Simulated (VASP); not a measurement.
**SnSe2: relaxation of cell and atoms with PBE**

The system is SnSe2.

```
CELL_PARAMETERS angstrom
3.81100 0.00000 0.00000
-1.90550 3.30042 0.00000
0.00000 0.00000 6.13600
ATOMIC_POSITIONS crystal
Sn 0.00000 0.00000 0.00000
Se 0.33333 0.66667 0.24900
Se 0.66667 0.33333 0.75100
```

```yaml
Program: VASP 6.6.1
Task: relaxation of cell and atoms
Functional: PBE
Potentials_or_basis: VASP PAW PBE potentials, release 64 (Sn, Se)
Cutoff: 300 eV
k_mesh: 5 × 5 × 3
Occupations: gaussian, width 0.03 eV
Spin: no spin polarisation
Further_INCAR_settings: ALGO = Normal; EDIFF = 1e-06; IBRION = 2; EDIFFG = -0.01; NSW = 90; ISIF = 3
```

```
Relaxed volume                         : 29.52 Å³/atom
Relaxed cell                           : a = 3.881 Å, b = 3.881 Å, c = 6.789 Å, α = 90.00°, β = 90.00°, γ = 120.00°
Space group after relaxing (to 0.05 Å) : P-3m1 (No. 164)
Energy gained by relaxing              : 41.0 meV/atom
Ionic steps                            : 22
Pressure after relaxing                : 0.0 GPa
Largest force after relaxing           : 0.006 eV/Å
Band gap on the k mesh                 : 0.86 eV, indirect (least direct gap 1.18 eV)
```

Forces in eV/Å, atoms in the order of the input:
```
Sn   0.000  0.000  0.000
Se   0.000  0.000 -0.006
Se   0.000  0.000  0.006
```

Step by step:
```tsv
step	energy change (eV)	largest force (eV/Å)	pressure (GPa)	volume (Å³)
1	0.0000	0.7478	5.64	77.18
2	-0.0351	0.6702	-3.38	87.74
3	-0.1045	0.1014	0.04	82.68
4	-0.1045	0.0870	0.12	82.57
5	-0.1060	0.0895	0.13	82.75
6	-0.1098	0.0954	0.13	83.28
7	-0.1147	0.1078	0.18	84.33
8	-0.1144	0.1285	0.41	86.37
9	-0.1163	0.1099	0.29	85.27
10	-0.1178	0.1044	0.20	85.69
11	-0.1209	0.0878	-0.07	86.97
12	-0.1210	0.0528	-0.53	89.56
13	-0.1219	0.0667	-0.31	88.32
14	-0.1226	0.0140	0.02	88.28
15	-0.1226	0.0091	0.00	88.28
16	-0.1227	0.0054	0.02	88.27
17	-0.1228	0.0019	0.08	88.25
18	-0.1228	0.0236	-0.01	88.45
19	-0.1228	0.0165	0.01	88.39
20	-0.1229	0.0130	0.01	88.45
21	-0.1229	0.0029	-0.03	88.62
22	-0.1229	0.0059	-0.02	88.56
```

Final structure:
```
Sn Se
1.0
     3.88105    0.00000    0.00000
    -1.94052    3.36109    0.00000
     0.00000    0.00000    6.78934
Sn Se
1 2
Direct
  0.00000 0.00000 0.00000
  0.33333 0.66667 0.23391
  0.66667 0.33333 0.76609
```

Levels at points of the mesh, in eV from the valence-band top:
| k point | band 6 | band 7 | band 8 | band 9 | band 10 | band 11 |
| --- | --- | --- | --- | --- | --- | --- |
| (0.00, 0.00, 0.00) | -0.35 | -0.13 | -0.13 | 1.05 | 3.08 | 4.59 |

Wall time 99 s on 1 thread of Intel(R) Xeon(R) Platinum 8259CL CPU @ 2.50GHz (Skylake/Cascade Lake), on a shared host, peak memory 0.16 GiB.

Caveat: spin-orbit coupling is left out, which moves the levels of the heavy elements; an odd mesh through Γ misses points on the zone boundary, where band edges often lie; this functional lacks dispersion, which binds the layers, so the pressure and a relaxed spacing across them are unreliable; the volume moved by +15 % from the deposited cell, more than functionals usually miss. Zero-point motion and thermal expansion aren't in these numbers.
